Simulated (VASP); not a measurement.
Input:

```
CELL_PARAMETERS angstrom
      6.34490     0.00000     0.00000
      3.17245     4.48652     0.00000
      0.00000     0.00000    20.78494
ATOMIC_POSITIONS crystal
  W  0.74635 0.50765 0.34215
  W  0.24601 0.50765 0.34215
  W  0.74634 0.00732 0.34141
  W  0.24625 0.00751 0.34111
  W  0.99639 0.00727 0.44557
  W  0.49633 0.00727 0.44557
  W  0.99711 0.50578 0.44517
  W  0.49577 0.50845 0.44511
  W  0.74704 0.50572 0.55517
  W  0.24724 0.50572 0.55517
  W  0.74734 0.00532 0.55114
  W  0.24689 0.00623 0.55374
  W  0.98300 0.00328 0.65821
  W  0.51372 0.00328 0.65821
  W  0.00021 0.49958 0.66000
  W  0.49611 0.50777 0.65926
  S  0.23541 0.02918 0.74013
```

These are PBE GGA, VASP's PBE PAW potentials (set 64) (plane waves; VASP) values and carry that method's errors. Settings: PREC = Normal, 400 eV cut-off, 5×6×1 Γ-centred mesh, first-order Methfessel-Paxton smearing of 0.10 eV, potentials W S.

Unless said otherwise, spin-orbit coupling is left out, though it shifts the bands of the heavy elements here.

### Question
What does the run give for the energy per atom (σ→0), band gap (on the k-mesh) with the smallest direct gap where there is one?

### Answer

* **band gap (on the k-mesh)**: none (metal, semimetal or under 0.01 eV)
* **energy per atom (σ→0)**: -11.999 eV/atom

Total energies compare only between runs with the same potentials, cut-off and functional.

The cell is a thin slab with vacuum, built from W (bcc): (110) face, S adsorbed.
